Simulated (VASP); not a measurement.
Here is the system:

```yaml
crystal:
  lattice:
    - [0.00000, 2.15959, 2.15959]
    - [2.15959, 0.00000, 2.15959]
    - [2.15959, 2.15959, 0.00000]
  atoms:
    - { symbol: Ti, position: [0.00000, 0.00000, 0.00000] }
    - { symbol: C, position: [0.50000, 0.50000, 0.50000] }
```

Calculation: optB86b-vdW, VASP's PBE PAW potentials (set 64) (plane waves; VASP). Run with 520 eV cut-off, Gaussian smearing of 0.050 eV, potentials Ti_sv C.

Problem. What does the run give for the band gap (along the path) with the smallest direct gap where there is one?

Solution. 
```json
{
 "band gap (along the path)": "none (metal, semimetal or under 0.01 eV)"
}
```

Total energies compare only between runs with the same potentials, cut-off and functional.

The compound is TiC in the rock salt structure. It was relaxed first.
